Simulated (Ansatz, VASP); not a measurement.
Given: the input of a run of Ansatz 0.2.0 on GaGe3.

Contents of input.yaml:

```yaml
crystal:
  lattice:
    - [4.3347680618, 0.0, 0.0]
    - [0.0, 4.3347680618, 0.0]
    - [0.0, 0.0, 4.3347680618]
  atoms:
    - { symbol: Ge, position: [0.5, 0.5, 0.0] }
    - { symbol: Ge, position: [0.5, 0.0, 0.5] }
    - { symbol: Ge, position: [0.0, 0.5, 0.5] }
    - { symbol: Ga, position: [0.0, 0.0, 0.0] }
hamiltonian:
  xc: pbe
  pseudopotentials: { kind: paw }
kpoints:
  mp_grid: { grid: [6, 6, 6] }
scf:
  occupations: { method: fermi_dirac, width: 0.05 }
output:
  forces: true
  stress: true
  eigenvalues: true
```

Potentials or basis: Ansatz PAW.

Command:

```sh
$ ansatz run input.yaml --threads 2 --pin off --max-ram 5120MiB --backend cpu --events-out ev --progress --plain --runs-dir out
```

Task: Translate it to VASP 6.6.1. Potentials there: VASP PAW PBE potentials, release 64 (Ge_d, Ga_d).

Result: As run (the cutoff follows the program's own potentials):

The input INCAR:

```
SYSTEM = GaGe3
  PREC = Accurate
  ENCUT = 520
  EDIFF = 1E-7
  ISMEAR = -1
  SIGMA = 0.05
  LREAL = .FALSE.
  LASPH = .TRUE.
  NELM = 100
  ALGO = Normal
  ISIF = 2
  LWAVE = .FALSE.
  LCHARG = .TRUE.
  GGA = PE
  LELF = .TRUE.
  LVHAR = .TRUE.
  NBANDS = 36
```

File KPOINTS:

```
Automatic mesh
0
G
  6 6 6
  0 0 0
```

Contents of POSCAR:

```
GaGe3
1.0
    4.3347680618      0.0000000000      0.0000000000
    0.0000000000      4.3347680618      0.0000000000
    0.0000000000      0.0000000000      4.3347680618
Ge Ga
3 1
Direct
    0.5000000000      0.5000000000      0.0000000000
    0.5000000000      0.0000000000      0.5000000000
    0.0000000000      0.5000000000      0.5000000000
    0.0000000000      0.0000000000      0.0000000000
```

Potentials or basis: VASP PAW PBE potentials, release 64 (Ge_d, Ga_d).

Run with:

```sh
$ cat potpaw_PBE.64/Ge_d/POTCAR potpaw_PBE.64/Ga_d/POTCAR > POTCAR
$ mpirun -np 1 vasp_std > vasp.out
```

Both were run:

|  | VASP | Ansatz | Ansatz less VASP |
| --- | --- | --- | --- |
| gap on the k mesh at the Fermi level (eV) | none | none | - |
| pressure (GPa) | -2.0 | -2.1 | -0.03 |

A gap of «none» marks a metal or a gap that the smearing closes. The functional is the same, so the differences come from potentials, cutoffs and numerics.
